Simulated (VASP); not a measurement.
Level of theory: PBE GGA, VASP's PBE PAW potentials (set 64) (plane waves; VASP 6.6.1).

Input for VASP

### KPOINTS
```
Automatic mesh
0
G
  3 3 3
0 0 0
```

POSCAR:
```
SnSe
1.0
 11.6679590000   0.0000000000   0.0000000000
  0.0000000000   4.1274880000   0.0000000000
  0.0000000000   0.0000000000   4.7023200000
Sn Se
4 4
direct
  0.6187900000   0.7500000000   0.3765500000
  0.3812100000   0.2500000000   0.6234500000
  0.8812100000   0.2500000000   0.8765500000
  0.1187900000   0.7500000000   0.1234500000
  0.1485500000   0.2500000000   0.5091800000
  0.8514500000   0.7500000000   0.4908200000
  0.3514500000   0.7500000000   0.0091800000
  0.6485500000   0.2500000000   0.9908200000
```

**INCAR**
```
ALGO = Normal
EDIFF = 1E-6
EDIFFG = -0.01
ENCUT = 180
GGA = PE
IBRION = 2
ISIF = 3
ISMEAR = 0
LASPH = .TRUE.
LCHARG = .FALSE.
LMAXMIX = 4
LREAL = .FALSE.
LWAVE = .FALSE.
NELM = 100
NSW = 50
PREC = Accurate
SIGMA = 0.05
SYSTEM = SnSe
```

POTCAR, in this order: Sn_d Se (PBE.64 set). Program: vasp_std.

The run wrote:

**OSZICAR**
```
...
       N       E                     dE             d eps       ncg     rms          rms(c)
DAV:   1    -0.344139175553E+02    0.25203E-01   -0.10236E+01   776   0.137E+01    0.827E-01
DAV:   2    -0.344422472314E+02   -0.28330E-01   -0.32660E-01   904   0.299E+00    0.327E-01
DAV:   3    -0.344411610097E+02    0.10862E-02   -0.76334E-03   936   0.464E-01    0.254E-01
DAV:   4    -0.344402760099E+02    0.88500E-03   -0.14239E-03   928   0.298E-01    0.885E-02
DAV:   5    -0.344402178346E+02    0.58175E-04   -0.54318E-04   880   0.130E-01    0.187E-02
DAV:   6    -0.344402150296E+02    0.28050E-05   -0.53116E-05   864   0.505E-02    0.128E-02
DAV:   7    -0.344402138989E+02    0.11307E-05   -0.26760E-06   704   0.108E-02    0.403E-03
DAV:   8    -0.344402133823E+02    0.51661E-06   -0.11292E-06   480   0.105E-02
  41 F= -.34440213E+02 E0= -.34437959E+02  d E =-.267849E-02
       N       E                     dE             d eps       ncg     rms          rms(c)
DAV:   1    -0.344392389362E+02    0.97496E-03   -0.89470E-01   800   0.390E+00    0.199E-01
DAV:   2    -0.344412325708E+02   -0.19936E-02   -0.22705E-02   888   0.837E-01    0.733E-02
DAV:   3    -0.344411881099E+02    0.44461E-04   -0.53018E-04   944   0.120E-01    0.606E-02
DAV:   4    -0.344411459020E+02    0.42208E-04   -0.56662E-05   896   0.509E-02    0.254E-02
DAV:   5    -0.344411407289E+02    0.51731E-05   -0.34627E-05   888   0.332E-02    0.423E-03
DAV:   6    -0.344411415275E+02   -0.79862E-06   -0.72213E-06   824   0.191E-02
  42 F= -.34441142E+02 E0= -.34438892E+02  d E =-.928145E-03
       N       E                     dE             d eps       ncg     rms          rms(c)
DAV:   1    -0.344259876220E+02    0.15153E-01   -0.80711E+00   800   0.118E+01    0.601E-01
DAV:   2    -0.344441034760E+02   -0.18116E-01   -0.20698E-01   888   0.253E+00    0.225E-01
DAV:   3    -0.344437394919E+02    0.36398E-03   -0.47617E-03  1008   0.366E-01    0.188E-01
DAV:   4    -0.344433806991E+02    0.35879E-03   -0.45392E-04   936   0.135E-01    0.807E-02
DAV:   5    -0.344433241702E+02    0.56529E-04   -0.29657E-04   920   0.989E-02    0.129E-02
DAV:   6    -0.344433285925E+02   -0.44223E-05   -0.68010E-05   856   0.568E-02    0.931E-03
DAV:   7    -0.344433286027E+02   -0.10279E-07   -0.16896E-06   592   0.673E-03
  43 F= -.34443329E+02 E0= -.34441168E+02  d E =-.311522E-02
       N       E                     dE             d eps       ncg     rms          rms(c)
DAV:   1    -0.343705792132E+02    0.72749E-01   -0.32487E+01   800   0.238E+01    0.124E+00
DAV:   2    -0.344468070181E+02   -0.76228E-01   -0.87022E-01   896   0.513E+00    0.472E-01
DAV:   3    -0.344455874522E+02    0.12196E-02   -0.19830E-02   976   0.767E-01    0.393E-01
DAV:   4    -0.344442076026E+02    0.13798E-02   -0.17989E-03   976   0.261E-01    0.177E-01
DAV:   5    -0.344439546780E+02    0.25292E-03   -0.11371E-03   960   0.202E-01    0.268E-02
DAV:   6    -0.344439726018E+02   -0.17924E-04   -0.30309E-04   832   0.119E-01    0.195E-02
DAV:   7    -0.344439732249E+02   -0.62317E-06   -0.72452E-06   872   0.118E-02
  44 F= -.34443973E+02 E0= -.34442087E+02  d E =-.375984E-02
       N       E                     dE             d eps       ncg     rms          rms(c)
DAV:   1    -0.344304214321E+02    0.13551E-01   -0.63354E+00   800   0.104E+01    0.535E-01
DAV:   2    -0.344450849509E+02   -0.14664E-01   -0.16592E-01   896   0.219E+00    0.197E-01
DAV:   3    -0.344447510022E+02    0.33395E-03   -0.38139E-03   920   0.322E-01    0.164E-01
DAV:   4    -0.344444340589E+02    0.31694E-03   -0.47956E-04   872   0.153E-01    0.697E-02
DAV:   5    -0.344443944316E+02    0.39627E-04   -0.26840E-04   912   0.943E-02    0.110E-02
DAV:   6    -0.344443936515E+02    0.78006E-06   -0.52640E-05   856   0.530E-02    0.861E-03
DAV:   7    -0.344443944476E+02   -0.79609E-06   -0.19840E-06   536   0.120E-02
  45 F= -.34444394E+02 E0= -.34442391E+02  d E =-.418107E-02
       N       E                     dE             d eps       ncg     rms          rms(c)
DAV:   1    -0.344435687089E+02    0.82494E-03   -0.20915E+00   816   0.629E+00    0.404E-01
DAV:   2    -0.344470729621E+02   -0.35043E-02   -0.62010E-02   896   0.143E+00    0.195E-01
DAV:   3    -0.344463390127E+02    0.73395E-03   -0.23037E-03  1072   0.272E-01    0.126E-01
DAV:   4    -0.344460743489E+02    0.26466E-03   -0.55385E-04   896   0.186E-01    0.318E-02
DAV:   5    -0.344460617058E+02    0.12643E-04   -0.10694E-04   856   0.563E-02    0.822E-03
DAV:   6    -0.344460587872E+02    0.29185E-05   -0.55690E-06   800   0.145E-02    0.376E-03
DAV:   7    -0.344460580786E+02    0.70867E-06   -0.48149E-07   456   0.410E-03
  46 F= -.34446058E+02 E0= -.34444134E+02  d E =-.166363E-02
       N       E                     dE             d eps       ncg     rms          rms(c)
DAV:   1    -0.344457858354E+02    0.27295E-03   -0.42432E-01   816   0.281E+00    0.181E-01
DAV:   2    -0.344464873399E+02   -0.70150E-03   -0.12415E-02   896   0.642E-01    0.880E-02
DAV:   3    -0.344463363537E+02    0.15099E-03   -0.46847E-04  1048   0.124E-01    0.565E-02
DAV:   4    -0.344462815939E+02    0.54760E-04   -0.11418E-04   896   0.840E-02    0.145E-02
DAV:   5    -0.344462776785E+02    0.39154E-05   -0.21937E-05   864   0.253E-02    0.374E-03
DAV:   6    -0.344462764978E+02    0.11808E-05   -0.98972E-07   488   0.648E-03    0.160E-03
DAV:   7    -0.344462761756E+02    0.32212E-06   -0.18677E-07   416   0.263E-03
  47 F= -.34446276E+02 E0= -.34444386E+02  d E =-.188173E-02
       N       E                     dE             d eps       ncg     rms          rms(c)
DAV:   1    -0.344462000861E+02    0.76412E-04   -0.81603E-01   816   0.377E+00    0.225E-01
DAV:   2    -0.344477497570E+02   -0.15497E-02   -0.22392E-02   888   0.841E-01    0.104E-01
DAV:   3    -0.344475312819E+02    0.21848E-03   -0.76783E-04  1000   0.154E-01    0.719E-02
DAV:   4    -0.344474484828E+02    0.82799E-04   -0.20008E-04   912   0.108E-01    0.208E-02
DAV:   5    -0.344474473273E+02    0.11555E-05   -0.29567E-05   896   0.313E-02    0.472E-03
DAV:   6    -0.344474487520E+02   -0.14247E-05   -0.13462E-06   512   0.737E-03    0.191E-03
DAV:   7    -0.344474493228E+02   -0.57084E-06   -0.24610E-07   408   0.324E-03
  48 F= -.34447449E+02 E0= -.34445541E+02  d E =-.117315E-02
       N       E                     dE             d eps       ncg     rms          rms(c)
DAV:   1    -0.344455957307E+02    0.18530E-02   -0.18213E+00   816   0.561E+00    0.337E-01
DAV:   2    -0.344490650360E+02   -0.34693E-02   -0.49924E-02   888   0.126E+00    0.157E-01
DAV:   3    -0.344485653554E+02    0.49968E-03   -0.17234E-03   984   0.234E-01    0.108E-01
DAV:   4    -0.344483768457E+02    0.18851E-03   -0.45534E-04   912   0.162E-01    0.316E-02
DAV:   5    -0.344483713274E+02    0.55184E-05   -0.67229E-05   912   0.473E-02    0.709E-03
DAV:   6    -0.344483733238E+02   -0.19964E-05   -0.33131E-06   712   0.110E-02    0.311E-03
DAV:   7    -0.344483740195E+02   -0.69573E-06   -0.35323E-07   448   0.387E-03
  49 F= -.34448374E+02 E0= -.34446480E+02  d E =-.209784E-02
       N       E                     dE             d eps       ncg     rms          rms(c)
DAV:   1    -0.344479396852E+02    0.43364E-03   -0.34952E-01   816   0.248E+00    0.148E-01
DAV:   2    -0.344486040577E+02   -0.66437E-03   -0.96510E-03   888   0.552E-01    0.680E-02
DAV:   3    -0.344485116611E+02    0.92397E-04   -0.33093E-04   992   0.100E-01    0.471E-02
DAV:   4    -0.344484770689E+02    0.34592E-04   -0.86282E-05   920   0.711E-02    0.135E-02
DAV:   5    -0.344484774715E+02   -0.40261E-06   -0.12441E-05   864   0.203E-02    0.314E-03
DAV:   6    -0.344484784726E+02   -0.10011E-05   -0.57863E-07   440   0.480E-03    0.123E-03
DAV:   7    -0.344484788485E+02   -0.37588E-06   -0.11012E-07   384   0.218E-03
  50 F= -.34448479E+02 E0= -.34446614E+02  d E =-.220267E-02
```

### OUTCAR
```
------------------------ aborting loop because EDIFF is reached ----------------------------------------
  FORCE on cell =-STRESS in cart. coord.  units (eV):
  Direction    XX          YY          ZZ          XY          YZ          ZX
  --------------------------------------------------------------------------------------
  Total        0.0102611      0.4622797      0.1112842      0.0000000     -0.0000000      0.0000000
  in kB        0.0882987      3.9779958      0.9576193      0.0000000     -0.0000000      0.0000000
  external PRESSURE =       1.6746380 kB  Pullay stress =       0.0000000 kB
  volume of cell :      186.19
      direct lattice vectors                 reciprocal lattice vectors
    11.076078541  0.000000000  0.000000000     0.090284661  0.000000000  0.000000000
     0.000000000  3.937487437  0.000000000     0.000000000  0.253969064  0.000000000
     0.000000000 -0.000000000  4.269194175     0.000000000 -0.000000000  0.234236242
 POSITION                                       TOTAL-FORCE (eV/Angst)
 -----------------------------------------------------------------------------------
      6.87600      2.95312      1.93679        -0.026298     -0.000000      0.039426
      4.20008      0.98437      2.33240         0.026298      0.000000     -0.039426
      9.73812      0.98437      4.07139         0.026298     -0.000000      0.039426
      1.33796      2.95312      0.19781        -0.026298      0.000000     -0.039426
      1.48278      0.98437      2.20382        -0.001308     -0.000000      0.041394
      9.59330      2.95312      2.06537         0.001308      0.000000     -0.041394
      4.05526      2.95312      0.06923         0.001308     -0.000000      0.041394
      7.02082      0.98437      4.19997        -0.001308      0.000000     -0.041394
 -----------------------------------------------------------------------------------
    total drift:                                0.000000      0.000000     -0.000000
  FREE ENERGIE OF THE ION-ELECTRON SYSTEM (eV)
  ---------------------------------------------------
  free  energy   TOTEN  =       -34.4484788485 eV

  energy  without entropy=      -34.4447491065  energy(sigma->0) =      -34.44661398
```
(Selected blocks of OUTCAR.)

### CONTCAR
```
SnSe
   1.00000000000000
    11.0760785405776048    0.0000000000000000    0.0000000000000000
     0.0000000000000000    3.9374874366391057    0.0000000000000003
     0.0000000000000000   -0.0000000000000006    4.2691941753772209
  Sn              Se
     4     4
Direct
     0.6207970671887463    0.7500000000000000    0.4536668639387201
     0.3792029328112539    0.2500000000000000    0.5463331360612799
     0.8792029328112537    0.2500000000000000    0.9536668639387201
     0.1207970671887463    0.7500000000000000    0.0463331360612800
     0.1338720395592123    0.2500000000000000    0.5162151124762580
     0.8661279604407874    0.7500000000000000    0.4837848875237422
     0.3661279604407880    0.7500000000000000    0.0162151124762578
     0.6338720395592126    0.2500000000000000    0.9837848875237420
```

stdout:
```
...
 trial: gam= 1.70404 g(F)=  0.998E-03 g(S)=  0.287E-02 ort = 0.814E-04 (trialstep = 0.346E+00)
 search vector abs. value=  0.422E-01
 bond charge predicted
       N       E                     dE             d eps       ncg     rms          rms(c)
DAV:   1    -0.344462000861E+02    0.76412E-04   -0.81603E-01   816   0.377E+00    0.225E-01
DAV:   2    -0.344477497570E+02   -0.15497E-02   -0.22392E-02   888   0.841E-01    0.104E-01
DAV:   3    -0.344475312819E+02    0.21848E-03   -0.76783E-04  1000   0.154E-01    0.719E-02
DAV:   4    -0.344474484828E+02    0.82799E-04   -0.20008E-04   912   0.108E-01    0.208E-02
DAV:   5    -0.344474473273E+02    0.11555E-05   -0.29567E-05   896   0.313E-02    0.472E-03
DAV:   6    -0.344474487520E+02   -0.14247E-05   -0.13462E-06   512   0.737E-03    0.191E-03
DAV:   7    -0.344474493228E+02   -0.57084E-06   -0.24610E-07   408   0.324E-03
  48 F= -.34447449E+02 E0= -.34445541E+02  d E =-.117315E-02
 trial-energy change:   -0.001173  1 .order   -0.001161   -0.001386   -0.000936
 step:   0.8640(harm=  1.0665)  dis= 0.01493  next Energy=   -34.448189 (dE=-0.191E-02)
 bond charge predicted
       N       E                     dE             d eps       ncg     rms          rms(c)
DAV:   1    -0.344455957307E+02    0.18530E-02   -0.18213E+00   816   0.561E+00    0.337E-01
DAV:   2    -0.344490650360E+02   -0.34693E-02   -0.49924E-02   888   0.126E+00    0.157E-01
DAV:   3    -0.344485653554E+02    0.49968E-03   -0.17234E-03   984   0.234E-01    0.108E-01
DAV:   4    -0.344483768457E+02    0.18851E-03   -0.45534E-04   912   0.162E-01    0.316E-02
DAV:   5    -0.344483713274E+02    0.55184E-05   -0.67229E-05   912   0.473E-02    0.709E-03
DAV:   6    -0.344483733238E+02   -0.19964E-05   -0.33131E-06   712   0.110E-02    0.311E-03
DAV:   7    -0.344483740195E+02   -0.69573E-06   -0.35323E-07   448   0.387E-03
  49 F= -.34448374E+02 E0= -.34446480E+02  d E =-.209784E-02
 curvature:  -5.17 expect dE=-0.703E-02 dE for cont linesearch -0.831E-04
 ZBRENT: extrapolating
 opt :   1.0906  next Energy=   -34.448467 (dE=-0.219E-02)
 bond charge predicted
       N       E                     dE             d eps       ncg     rms          rms(c)
DAV:   1    -0.344479396852E+02    0.43364E-03   -0.34952E-01   816   0.248E+00    0.148E-01
DAV:   2    -0.344486040577E+02   -0.66437E-03   -0.96510E-03   888   0.552E-01    0.680E-02
DAV:   3    -0.344485116611E+02    0.92397E-04   -0.33093E-04   992   0.100E-01    0.471E-02
DAV:   4    -0.344484770689E+02    0.34592E-04   -0.86282E-05   920   0.711E-02    0.135E-02
DAV:   5    -0.344484774715E+02   -0.40261E-06   -0.12441E-05   864   0.203E-02    0.314E-03
DAV:   6    -0.344484784726E+02   -0.10011E-05   -0.57863E-07   440   0.480E-03    0.123E-03
DAV:   7    -0.344484788485E+02   -0.37588E-06   -0.11012E-07   384   0.218E-03
  50 F= -.34448479E+02 E0= -.34446614E+02  d E =-.220267E-02
 curvature:  -5.81 expect dE=-0.124E-01 dE for cont linesearch -0.267E-07
 trial: gam= 0.70277 g(F)=  0.764E-03 g(S)=  0.136E-02 ort = 0.139E-04 (trialstep = 0.495E+00)
 search vector abs. value=  0.230E-01
```

Convergence was not reached.

The run did not end as a converged relaxation. At this cut-off the stress carries a Pulay error, which pulls relaxed volumes low.  Energy and stress use the plane-wave basis of the starting cell.

The structure comes from a computed database's SnSe entry; how it stands against other phases isn't given here. This run relaxes it. Symmetry was kept, so distortions that lower it aren't found. The k-mesh is coarse (spacing up to 0.53 per Å, 2π included), so the numbers may not be converged in it. The run is one of a series of settings (EDIFFG = -0.01, ENCUT = 180, IBRION = 2, ISIF = 3, NSW = 50, KPOINTS 3×3×3 Γ-centred mesh against the base run), some of them coarse on purpose.
